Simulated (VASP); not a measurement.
Consider the following.

```
CELL_PARAMETERS angstrom
      4.24166     0.00000     0.00000
      0.00000     4.24166     0.00000
      0.00000     0.00000     4.24166
ATOMIC_POSITIONS crystal
  Tl 0.00000 0.00000 0.00000
  I  0.50000 0.50000 0.50000
```

Calculation: r2SCAN meta-GGA with spin-orbit coupling, VASP's PBE PAW potentials (set 64) (plane waves; VASP). Settings: 400 eV cut-off, 6×6×6 Γ-centred mesh, Gaussian smearing of 0.050 eV, potentials Tl_d I.

Q: Give the energies of bands 13 to 26 at the high-symmetry points, in eV from the valence-band maximum.

A: 
```csv
band,Γ,X,M,R
13,-4.49,-5.60,-4.22,-3.52
14,-4.49,-5.60,-4.22,-3.52
15,-1.71,-1.03,-3.01,-2.36
16,-1.71,-1.03,-3.01,-2.36
17,-0.72,-0.13,-2.66,-1.57
18,-0.72,-0.13,-2.66,-1.57
19,-0.72,0.00,-0.30,-1.57
20,-0.72,0.00,-0.30,-1.57
21,5.35,2.13,4.46,1.30
22,5.35,2.13,4.46,1.30
23,6.25,4.61,5.23,2.26
24,6.25,4.61,5.23,2.26
25,6.25,5.46,6.54,2.26
26,6.25,5.46,6.54,2.26
```

The gap is indirect, 1.30 eV, from the valence maximum at X to the conduction minimum at R.

The structure comes from a computed database's TlI entry (Pm-3m); how it stands against other phases isn't given here. It was relaxed first.
